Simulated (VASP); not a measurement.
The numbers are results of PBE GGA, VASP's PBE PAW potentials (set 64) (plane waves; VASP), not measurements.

The input files of a VASP run:

**POSCAR**
```
CdS
1
    4.2051558542     0.0000000000     0.0000000000
   -2.1025779271     3.6417716169    -0.0000000000
    0.0000000000    -0.0000000000     6.8297415971
Cd S
2 2
Direct
  0.3333330000   0.6666670000   0.0000040620
  0.6666670000   0.3333330000   0.5000040620
  0.3333330000   0.6666670000   0.3769959380
  0.6666670000   0.3333330000   0.8769959380
```

KPOINTS:
```
Automatic mesh
0
Gamma
6 6 3
0 0 0
```

INCAR:
```
EDIFF  =  1E-6   ! SCF stop (eV)
SIGMA  =  0.05   ! width (eV)
LASPH  =  .True.
LMAXMIX  =  4
EDIFFG  =  -0.02   ! ionic stop
IBRION  =  2   ! conjugate gradients
ALGO  =  Normal   ! blocked Davidson
ISMEAR  =  0
GGA  =  PE   ! PBE
NELM  =  100
PREC  =  Accurate
LCHARG  =  .False.
ENCUT  =  480
SYSTEM  =  CdS
NSW  =  60   ! most ionic steps
LWAVE  =  .False.
ISIF  =  3   ! ions, shape and volume
LREAL  =  .False.   ! projection in real space or not
```

POTCAR, in this order: Cd S (PBE.64 set). Program: vasp_std.

Output

**OUTCAR**
```
 ion  position               nearest neighbor table
   1  0.333  0.667  0.000-   4 2.57   4 2.57   4 2.57   3 2.57
   2  0.667  0.333  0.500-   3 2.57   3 2.57   3 2.57   4 2.57
   3  0.333  0.667  0.377-   2 2.57   2 2.57   2 2.57   1 2.57
   4  0.667  0.333  0.877-   1 2.57   1 2.57   1 2.57   2 2.57
  LATTYP: Found a hexagonal cell.
 ALAT       =     4.2051558542
 C/A-ratio  =     1.6241351888
 Subroutine PRICEL returns:
 Original cell was already a primitive cell.
 Subroutine GETGRP returns: Found 12 space group operations
The static configuration has the point symmetry C_3v.
 The point group associated with its full space group is C_6v.
The dynamic configuration has the point symmetry C_3v.
 Subroutine INISYM returns: Found 12 space group operations
 Subroutine IBZKPT returns following result:
 Found     14 irreducible k-points:

 Following reciprocal coordinates:
            Coordinates               Weight
  0.000000  0.000000  0.000000      1.000000
  0.166667  0.000000  0.000000      6.000000
  0.333333  0.000000  0.000000      6.000000
  0.500000 -0.000000  0.000000      3.000000
  0.166667  0.166667  0.000000      6.000000
  0.333333  0.166667  0.000000     12.000000
  0.333333  0.333333  0.000000      2.000000
  0.000000  0.000000  0.333333      2.000000
  0.166667  0.000000  0.333333     12.000000
  0.333333  0.000000  0.333333     12.000000
  0.500000 -0.000000  0.333333      6.000000
  0.166667  0.166667  0.333333     12.000000
  0.333333  0.166667  0.333333     24.000000
  0.333333  0.333333  0.333333      4.000000
   k-points           NKPTS =     14   k-points in BZ     NKDIM =     14   number of bands    NBANDS=     22
   number of dos      NEDOS =    301   number of ions     NIONS =      4
   total plane-waves  NPLWV =  45000
   dimension x,y,z NGX =    30 NGY =   30 NGZ =   50
   dimension x,y,z NGXF=    60 NGYF=   60 NGZF=  100
   ions per type =               2   2
   PREC   = accura    normal or accurate (medium, high low for compatibility)
   ISTART =      0    job   : 0-new  1-cont  2-samecut
   ICHARG =      2    charge: 1-file 2-atom 10-const
   ISPIN  =      1    spin polarized calculation?
   LNONCOLLINEAR =      F non collinear calculations
   LSORBIT =      F    spin-orbit coupling
   INIWAV =      1    electr: 0-lowe 1-rand  2-diag
   ENCUT  =  480.0 eV  35.28 Ry    5.94 a.u.   7.51  7.51 12.20*2*pi/ulx,y,z
   NELM   =    100;   NELMIN=  2; NELMDL= -5     # of ELM steps
   EDIFF  = 0.1E-05   stopping-criterion for ELM
   LREAL  =      F    real-space projection
   NLSPLINE    = F    spline interpolate recip. space projectors
   LMAXMIX     =    4 max onsite mixed and CHGCAR
   VOSKOWN=      0    Vosko Wilk Nusair interpolation
   EDIFFG = -.2E-01   stopping-criterion for IOM
   NSW    =     60    number of steps for IOM
   NBLOCK =      1;   KBLOCK =     60    inner block; outer block
   IBRION =      2    ionic relax: 0-MD 1-quasi-New 2-CG
   NFREE  =      1    steps in history (QN), initial steepest desc. (CG)
   ISIF   =      3    stress and relaxation
   ISYM   =      2    0-nonsym 1-usesym 2-fastsym
   TEIN   =    0.0    initial temperature
   TEBEG  =    0.0;   TEEND  =   0.0 temperature during run
   SMASS  =  -3.00    Nose mass-parameter (am)
   PSTRESS=    0.0 pullay stress
   NELECT =      36.0000    total number of electrons
   EFERMI =   0.00;   METHOD = LEGACY
   ISMEAR =     0;   SIGMA  =   0.05  broadening in eV -4-tet -1-fermi 0-gaus
   IALGO  =     38    algorithm
   LDIAG  =      T    sub-space diagonalisation (order eigenvalues)
   IMIX   =      4    mixing-type and parameters
     AMIX     =   0.40;   BMIX     =  1.00
     AMIX_MAG =   1.60;   BMIX_MAG =  1.00
     AMIN     =   0.10
   GGA     = PE    functional components
...
```

**OSZICAR**
```
       N       E                     dE             d eps       ncg     rms          rms(c)
DAV:   1     0.237866324381E+03    0.23787E+03   -0.17078E+04   616   0.140E+03
DAV:   2     0.198577335269E+00   -0.23767E+03   -0.23149E+03   670   0.349E+02
DAV:   3    -0.132518644914E+02   -0.13450E+02   -0.13400E+02   748   0.827E+01
DAV:   4    -0.133992242581E+02   -0.14736E+00   -0.14731E+00   732   0.879E+00
DAV:   5    -0.134017451889E+02   -0.25209E-02   -0.25208E-02   772   0.111E+00    0.106E+01
DAV:   6    -0.123155761836E+02    0.10862E+01   -0.26366E+00   774   0.163E+01    0.844E+00
DAV:   7    -0.122996836250E+02    0.15893E-01   -0.78790E-01   730   0.516E+00    0.399E+00
DAV:   8    -0.122977397772E+02    0.19438E-02   -0.10907E-01   708   0.350E+00    0.503E-01
DAV:   9    -0.122955844314E+02    0.21553E-02   -0.21818E-02   812   0.185E+00    0.149E-01
DAV:  10    -0.122958371912E+02   -0.25276E-03   -0.16063E-03   698   0.405E-01    0.113E-01
DAV:  11    -0.122959460627E+02   -0.10887E-03   -0.21408E-04   750   0.107E-01    0.106E-01
DAV:  12    -0.122959964361E+02   -0.50373E-04   -0.20193E-04   664   0.785E-02    0.239E-02
DAV:  13    -0.122959950848E+02    0.13513E-05   -0.15186E-05   772   0.294E-02    0.585E-03
DAV:  14    -0.122959963233E+02   -0.12385E-05   -0.16962E-06   540   0.785E-03    0.907E-03
DAV:  15    -0.122959956954E+02    0.62792E-06   -0.12798E-06   548   0.772E-03
   1 F= -.12295996E+02 E0= -.12295996E+02  d E =-.122960E+02
```

### OUTCAR
```
------------------------ aborting loop because EDIFF is reached ----------------------------------------
  FORCE on cell =-STRESS in cart. coord.  units (eV):
  Direction    XX          YY          ZZ          XY          YZ          ZX
  --------------------------------------------------------------------------------------
  Total        0.0008151      0.0008151      0.0561404      0.0000000      0.0000000      0.0000000
  in kB        0.0124863      0.0124863      0.8599780      0.0000000      0.0000000      0.0000000
  external PRESSURE =       0.2949835 kB  Pullay stress =       0.0000000 kB
  volume of cell :      104.59
      direct lattice vectors                 reciprocal lattice vectors
     4.205155854  0.000000000  0.000000000     0.237803314  0.137295814  0.000000000
    -2.102577927  3.641771617  0.000000000     0.000000000  0.274591629  0.000000000
     0.000000000  0.000000000  6.829741597     0.000000000  0.000000000  0.146418424
  FREE ENERGIE OF THE ION-ELECTRON SYSTEM (eV)
  ---------------------------------------------------
  free  energy   TOTEN  =       -12.2959956954 eV

  energy  without entropy=      -12.2959956954  energy(sigma->0) =      -12.29599570

 reached required accuracy - stopping structural energy minimisation
```
(Selected blocks of OUTCAR.)

### OUTCAR
```
 val. band max:        0.8770377912   @ k =   0.0000   0.0000   0.0000

 cond. band min:       1.9822869247   @ k =   0.0000   0.0000   0.0000


 Fermi energy:         1.1332479756

 k-point     1 :       0.0000    0.0000    0.0000
  band No.  band energies     occupation
      1     -11.1852      2.00000
      2     -10.8003      2.00000
      3      -6.6570      2.00000
      4      -6.6524      2.00000
      5      -6.6524      2.00000
      6      -6.5791      2.00000
      7      -6.5790      2.00000
      8      -6.2931      2.00000
      9      -6.2931      2.00000
     10      -6.2138      2.00000
     11      -6.2138      2.00000
     12      -5.9061      2.00000
     13      -3.1935      2.00000
     14       0.1861      2.00000
     15       0.1861      2.00000
     16       0.8457      2.00000
     17       0.8770      2.00000
     18       0.8770      2.00000
     19       1.9823      0.00000
     20       3.5946      0.00000
     21       7.3515      0.00000
     22       7.3515      0.00000

 k-point     2 :       0.1667    0.0000    0.0000
  band No.  band energies     occupation
      1     -11.1006      2.00000
      2     -10.7640      2.00000
      3      -6.6299      2.00000
      4      -6.6194      2.00000
      5      -6.5825      2.00000
      6      -6.5360      2.00000
      7      -6.5319      2.00000
      8      -6.3102      2.00000
      9      -6.2913      2.00000
     10      -6.2436      2.00000
     11      -6.2069      2.00000
     12      -5.8518      2.00000
     13      -3.0267      2.00000
     14      -0.7240      2.00000
     15      -0.2917      2.00000
     16      -0.1041      2.00000
     17       0.6627      2.00000
     18       0.7044      2.00000
     19       3.1144      0.00000
     20       4.4283      0.00000
     21       6.6540      0.00000
     22       7.6723      0.00000

 k-point     3 :       0.3333    0.0000    0.0000
  band No.  band energies     occupation
      1     -10.9182      2.00000
...
```

The compound is CdS in the wurtzite structure. It was relaxed first. The start is the result of an earlier pass.
